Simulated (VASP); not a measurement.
Energy against volume of MnF2 (rutile). Method: optB86b-vdW, VASP's PBE PAW potentials (set 64) (plane waves; VASP). Run with 520 eV cut-off, 5×5×7 Γ-centred mesh, Gaussian smearing of 0.050 eV, potentials Mn_pv F.

Shape and ions are relaxed at each volume.

```tsv
V (Å³/atom)	E (eV/atom)
12.252	-4.19771
12.643	-4.21051
13.034	-4.21515
13.425	-4.21293
```

Fit these four points and predict the energy of the run at 13.816 Å³/atom.

A cubic in V^(−2/3), the third-order Birch-Murnaghan form, passes through the four points with V0 = 13.09 Å³/atom and B0 = 91 GPa, and gives -4.2049 eV/atom there. The run gave -4.2049 eV/atom, +0.0 meV/atom from the fit; all five points give B0 = 91 GPa.

The compound is MnF2 in the rutile structure. It was relaxed first.
